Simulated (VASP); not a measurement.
Here is the system:

```yaml
crystal:
  lattice:
    - [0.00000, 2.27886, 2.27886]
    - [2.27886, 0.00000, 2.27886]
    - [2.27886, 2.27886, 0.00000]
  atoms:
    - { symbol: Ta, position: [0.00000, 0.00000, 0.00000] }
    - { symbol: C, position: [0.50000, 0.50000, 0.50000] }
```

The numbers are results of vdW-DF2, VASP's PBE PAW potentials (set 64) (plane waves; VASP 6.6.1), not measurements. Settings: 520 eV cut-off, Gaussian smearing of 0.050 eV, potentials Ta_pv C.

Q: Give the energies of bands 5 to 10 at the high-symmetry points, in eV from the Fermi level.

A: 
```json
[
 {"band": "5", "Γ": "-1.22", "X": "-4.42", "U": "-5.50", "L": "-8.13", "W": "-4.99"},
 {"band": "6", "Γ": "-1.22", "X": "-4.04", "U": "-4.63", "L": "-5.12", "W": "-4.67"},
 {"band": "7", "Γ": "-1.22", "X": "-1.77", "U": "-3.65", "L": "-5.12", "W": "-4.67"},
 {"band": "8", "Γ": "-0.54", "X": "-1.77", "U": "-0.57", "L": "2.32", "W": "1.42"},
 {"band": "9", "Γ": "-0.54", "X": "2.29", "U": "2.72", "L": "2.32", "W": "1.42"},
 {"band": "10", "Γ": "-0.54", "X": "3.50", "U": "3.46", "L": "3.21", "W": "3.51"}
]
```

It has no gap at this level: it comes out as a metal or semimetal.

The compound is TaC in the rock salt structure. It was relaxed first, which changed the volume by +7 %. The electron count is odd and the run is not spin-polarised, which forces a metal.
